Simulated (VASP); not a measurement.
Input:

```
CELL_PARAMETERS angstrom
      1.13293    -1.96229     0.00000
      1.13293     1.96229     0.00000
      0.00000     0.00000     3.56162
ATOMIC_POSITIONS crystal
  Be 0.33333 0.66667 0.25000
  Be 0.66667 0.33333 0.75000
```

All values below come from r2SCAN+rVV10, VASP's PBE PAW potentials (set 64) (plane waves; VASP). Numerical set-up: 520 eV cut-off, 21×21×12 Γ-centred mesh, tetrahedra with Blöchl corrections, potentials Be.

Give the energies of bands 1 to 4 at the high-symmetry points, in eV from the Fermi level.

```json
[
 {"band": "1", "Γ": "-12.25", "M": "-5.42", "K": "-2.74", "A": "-9.90", "L": "-3.88", "H": "-1.19"},
 {"band": "2", "Γ": "-4.74", "M": "-3.39", "K": "-1.10", "A": "-9.90", "L": "-3.88", "H": "-1.19"},
 {"band": "3", "Γ": "1.07", "M": "3.92", "K": "-1.10", "A": "11.44", "L": "1.52", "H": "0.29"},
 {"band": "4", "Γ": "17.26", "M": "6.76", "K": "7.17", "A": "11.44", "L": "1.52", "H": "0.29"}
]
```

It has no gap at this level: it comes out as a metal or semimetal.

The compound is Be in the hcp structure. It was relaxed first.
